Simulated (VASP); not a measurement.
Consider the following.

```
Au3Sb
1.0
    4.22286     0.00000     0.00000
    0.00000     4.22286     0.00000
    0.00000     0.00000     4.22286
Sb Au
1 3
Direct
  0.00000   0.00000   0.00000
  0.00000   0.50000   0.50000
  0.50000   0.00000   0.50000
  0.50000   0.50000   0.00000
```

These are PBEsol GGA, VASP's PBE PAW potentials (set 64) (plane waves; VASP) values and carry that method's errors. Numerical set-up: 400 eV cut-off, 8×8×8 Γ-centred mesh, tetrahedra with Blöchl corrections, potentials Sb Au.

The cores are frozen, which limits the accuracy of field gradients.

Task: Give the principal components of the electric field gradient (V/Å²) and the asymmetry η at each nucleus.

Result: 
```csv
atom,Vxx,Vyy,Vzz,η
Sb1,0.0,0.0,0.0,-
Au2,21.5,21.5,-42.9,0.00
Au3,21.5,21.5,-42.9,0.00
Au4,21.5,21.5,-42.9,0.00
```

The structure comes from a computed database's SbAu3 entry (Pm-3m); how it stands against other phases isn't given here. It was relaxed first, which changed the volume by -6 %.
